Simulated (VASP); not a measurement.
Energy against volume of Ir (fcc). Method: MS2 meta-GGA, VASP's PBE PAW potentials (set 64) (plane waves; VASP). Numerical set-up: 520 eV cut-off, 16×16×16 Γ-centred mesh, first-order Methfessel-Paxton smearing of 0.10 eV, potentials Ir.

```tsv
V (Å³/atom)	E (eV/atom)
13.537	8.86623
13.956	8.84828
14.374	8.86190
14.793	8.90182
```

Task: Fit these four points and predict the energy of the run at 13.118 Å³/atom.

Result: A cubic in V^(−2/3), the third-order Birch-Murnaghan form, passes through the four points with V0 = 13.97 Å³/atom and B0 = 400 GPa, and gives 8.9222 eV/atom there. The run gave 8.9220 eV/atom, -0.2 meV/atom from the fit; all five points give B0 = 399 GPa.

The compound is Ir in the fcc structure. It was relaxed first.
